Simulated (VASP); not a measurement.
Output of a VASP run:

**OSZICAR**
```
       N       E                     dE             d eps       ncg     rms          rms(c)
DAV:   1     0.241087668150E+03    0.24109E+03   -0.17042E+04  3620   0.213E+03
DAV:   2    -0.151112647857E+02   -0.25620E+03   -0.24728E+03  3524   0.373E+02
DAV:   3    -0.284380392794E+02   -0.13327E+02   -0.12666E+02  3580   0.120E+02
DAV:   4    -0.286458674031E+02   -0.20783E+00   -0.20737E+00  3767   0.148E+01
DAV:   5    -0.286514346992E+02   -0.55673E-02   -0.55664E-02  4926   0.206E+00    0.233E+01
DAV:   6    -0.253546338663E+02    0.32968E+01   -0.33310E+01  3597   0.906E+01    0.138E+01
DAV:   7    -0.270916948165E+02   -0.17371E+01   -0.11988E+01  4024   0.938E+01    0.216E+01
DAV:   8    -0.245959691589E+02    0.24957E+01   -0.91538E+00  4213   0.533E+01    0.480E+00
DAV:   9    -0.246142962871E+02   -0.18327E-01   -0.42406E-01  4034   0.852E+00    0.310E+00
DAV:  10    -0.245860245990E+02    0.28272E-01   -0.64244E-02  4356   0.691E+00    0.122E+00
DAV:  11    -0.245850562061E+02    0.96839E-03   -0.14685E-02  5181   0.136E+00    0.643E-01
DAV:  12    -0.245855298668E+02   -0.47366E-03   -0.18652E-03  3887   0.953E-01    0.204E-01
DAV:  13    -0.245855769154E+02   -0.47049E-04   -0.36096E-04  4700   0.230E-01    0.712E-02
DAV:  14    -0.245855743226E+02    0.25928E-05   -0.93786E-05  4986   0.206E-01    0.296E-02
DAV:  15    -0.245855684262E+02    0.58965E-05   -0.14501E-05  4681   0.599E-02    0.108E-02
DAV:  16    -0.245855683803E+02    0.45883E-07   -0.15991E-06  2007   0.298E-02
   1 F= -.17181442E+02 E0= -.17181802E+02  d E =-.171814E+02  mag=     4.4598
```

File OUTCAR:
```
------------------------ aborting loop because EDIFF is reached ----------------------------------------
  FORCE on cell =-STRESS in cart. coord.  units (eV):
  Direction    XX          YY          ZZ          XY          YZ          ZX
  --------------------------------------------------------------------------------------
  Total        7.3540855      7.3540855      7.3540855      0.0000000      0.0000000      0.0000000
  in kB      297.9724322    297.9724322    297.9724322      0.0000000      0.0000000      0.0000000
  external PRESSURE =      -2.0275678 kB  Pullay stress =     300.0000000 kB
  volume of cell :       39.54
      direct lattice vectors                 reciprocal lattice vectors
     3.406860817  0.000000000  0.000000000     0.293525346  0.000000000  0.000000000
     0.000000000  3.406860817  0.000000000     0.000000000  0.293525346  0.000000000
     0.000000000  0.000000000  3.406860817     0.000000000  0.000000000  0.293525346
 POSITION                                       TOTAL-FORCE (eV/Angst)
 -----------------------------------------------------------------------------------
      0.00000      0.00000      0.00000         0.000000      0.000000      0.000000
      0.00000      1.70343      1.70343         0.000000      0.000000      0.000000
      1.70343      0.00000      1.70343         0.000000      0.000000      0.000000
      1.70343      1.70343      0.00000         0.000000      0.000000      0.000000
 -----------------------------------------------------------------------------------
    total drift:                                0.000000      0.000000      0.000000
  FREE ENERGIE OF THE ION-ELECTRON SYSTEM (eV)
  ---------------------------------------------------
  free  energy   TOTEN  =       -24.5855683803 eV

  energy  without entropy=      -24.5866510732  energy(sigma->0) =      -24.58592928
  enthalpy is  TOTEN    =       -17.1814415994 eV   P V=        7.4041267809

 total charge

# of ion       s       p       d       tot
------------------------------------------
    1        0.524   0.605   6.228   7.357
    2        0.558   0.624   8.392   9.574
    3        0.558   0.624   8.392   9.574
    4        0.558   0.624   8.392   9.574
--------------------------------------------------
tot          2.198   2.476  31.405  36.078

 magnetization (x)

# of ion       s       p       d       tot
------------------------------------------
    1        0.009  -0.000   2.727   2.736
    2       -0.016  -0.046   0.630   0.567
    3       -0.016  -0.046   0.630   0.567
    4       -0.016  -0.046   0.630   0.567
--------------------------------------------------
tot         -0.039  -0.140   4.616   4.438

 reached required accuracy - stopping structural energy minimisation
```
(Selected blocks of OUTCAR.)

POSCAR:
```
Ni3Fe
1
    3.4068608173     0.0000000000    -0.0000000000
   -0.0000000000     3.4068608173     0.0000000000
   -0.0000000000     0.0000000000     3.4068608173
Fe Ni
1 3
Direct
  0.0000000000   0.0000000000   0.0000000000
  0.0000000000   0.5000000000   0.5000000000
  0.5000000000   0.0000000000   0.5000000000
  0.5000000000   0.5000000000   0.0000000000
```

Q: Write an INCAR and KPOINTS that could have produced this output.

A: This is not unique; one that fits is the input of the run itself, PBE GGA, plane waves, VASP's PBE PAW potentials (set 64).

**INCAR**
```
# general
SYSTEM  = Ni3Fe
PREC    = Accurate
ENCUT   = 500
LREAL   = .FALSE.
LASPH   = .TRUE.

# electronic loop
EDIFF   = 1E-6
NELM    = 100
ALGO    = Normal
LMAXMIX = 4

# smearing
ISMEAR  = 1
SIGMA   = 0.1

# functional
GGA     = PE

# spin
ISPIN   = 2
MAGMOM  = 2.9 0.6 0.6 0.6

# ions
IBRION  = 2
NSW     = 40
ISIF    = 3
EDIFFG  = -0.02
PSTRESS = 300

# output
LWAVE   = .FALSE.
LCHARG  = .FALSE.
LORBIT  = 10
```

### KPOINTS
```
Regular mesh
0
Gamma
9 9 9
0 0 0
```

POTCAR, in this order: Fe Ni (PBE.64 set). Program: vasp_std.

The compound is Ni3Fe in the L1_2 structure. It was relaxed first under an external pressure of 30 GPa.
